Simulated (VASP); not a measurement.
Data:

```xyz
4
Lattice="1.9669 -3.4068 0.0000 1.9669 3.4068 0.0000 0.0000 0.0000 5.0927" Properties=species:S:1:pos:R:3 pbc="T T T"
Ni     1.9669     3.4068     2.5463
Ni     1.9669     3.4068     0.0000
Sb     1.9669     1.1356     1.2732
Sb     1.9669    -1.1356     3.8195
```

These are PBE GGA with D3 dispersion (zero damping), VASP's PBE PAW potentials (set 64) (plane waves; VASP) values and carry that method's errors. Run with 520 eV cut-off, 10×10×7 Γ-centred mesh, tetrahedra with Blöchl corrections, potentials Ni Sb.

The cores are frozen, which limits the accuracy of field gradients.

Task: Give the principal components of the electric field gradient (V/Å²) and the asymmetry η at each nucleus.

Result: 
```
atom    Vxx    Vyy    Vzz     η
----  -----  -----  -----  ----
Ni1    12.0   12.0  -24.0  0.00
Ni2    12.0   12.0  -24.0  0.00
Sb3   -39.8  -39.8   79.6  0.00
Sb4   -39.8  -39.8   79.6  0.00
```

The compound is NiSb in the NiAs type structure. It was relaxed first. The run is not spin-polarised, so no magnetic state was tried.
